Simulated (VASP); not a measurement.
A VASP calculation is set up with these files.

### KPOINTS
```
Regular mesh
0
gamma
  9 9 9
```

POSCAR:
```
CdO
1.0
  0.0000000000   2.3500000000   2.3500000000
  2.3500000000   0.0000000000   2.3500000000
  2.3500000000   2.3500000000   0.0000000000
Cd O
1 1
Cartesian
  0.0000000000   0.0000000000   0.0000000000
  2.3500000000   2.3500000000   2.3500000000
```

INCAR:
```
SYSTEM = CdO
PREC = Accurate
ENCUT = 520
EDIFF = 1E-6
NELM = 100
ALGO = Normal
LREAL = .FALSE.
LASPH = .TRUE.
ISMEAR = -4
GGA = PE
LMAXMIX = 4
LWAVE = .FALSE.
LCHARG = .FALSE.
ISIF = 2
```

POTCAR, in this order: Cd O (PBE.64 set). Program: vasp_std.

Q: Write an equivalent input for Quantum ESPRESSO's pw.x.

A: One equivalent input (not run):
```
&CONTROL
  calculation = 'scf'
  pseudo_dir = './pseudo'
  outdir = './out'
  tprnfor = .true.
  tstress = .true.
/
&SYSTEM
  ibrav = 0
  nat = 2
  ntyp = 2
  ecutwfc = 102
  occupations = 'tetrahedra_lin'
  input_dft = 'pbe'
/
&ELECTRONS
  conv_thr = 7.3e-08
  electron_maxstep = 100
/
ATOMIC_SPECIES
  Cd 112.414 Cd.upf
  O 15.999 O.upf
CELL_PARAMETERS angstrom
     0.0000000    2.3500000    2.3500000
     2.3500000    0.0000000    2.3500000
     2.3500000    2.3500000    0.0000000
ATOMIC_POSITIONS crystal
  Cd   0.0000000  0.0000000  0.0000000
  O    0.5000000  0.5000000  0.5000000
K_POINTS automatic
  9 9 9 0 0 0
```
The two are equivalent in intent, not identical: the potentials are each code's own (VASP's PAW set, PseudoDojo norm-conserving files in pw.x), so ENCUT and ecutwfc are chosen apart and not converted; conv_thr bounds pw.x's estimated SCF error, while EDIFF bounds the energy change between steps.

The compound is CdO in the rock salt structure. The cell was not relaxed at this level. The run is one of a series of settings (ISMEAR = -4, SIGMA removed against the base run), some of them coarse on purpose.
